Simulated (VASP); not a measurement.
Be3HgSe4 (ordered alloy cell): computed properties

Calculation: PBEsol GGA, VASP's PBE PAW potentials (set 64) (plane waves; VASP).

space group: P-43m (215)
cell: a = b = c = 5.397 Å, α = β = γ = 90.00°
volume per atom: 19.65 Å³/atom
band gap (over mesh and band path): 1.66 eV
smallest direct gap (over mesh and band path): 1.66 eV
band-edge character: direct, Γ to Γ
density: 5.74 g/cm³

Space group P-43m (No. 215); a = b = c = 5.397 Å, α = β = γ = 90.00°

```csv
atom,site,symmetry,x,y,z
Hg,1a,-43m,0.0000,0.0000,0.0000
Se,4e,.3m,0.2742,0.2742,0.2742
Be,3c,-42.m,0.0000,0.5000,0.5000
```

Unless said otherwise, spin-orbit coupling is left out, though it shifts the bands of the heavy elements here.

The structure was generated: Be3HgSe4 was put into an ordered model structure (P-43m), which need not be its known phase. It was relaxed first. Symmetry was kept, so distortions that lower it aren't found.
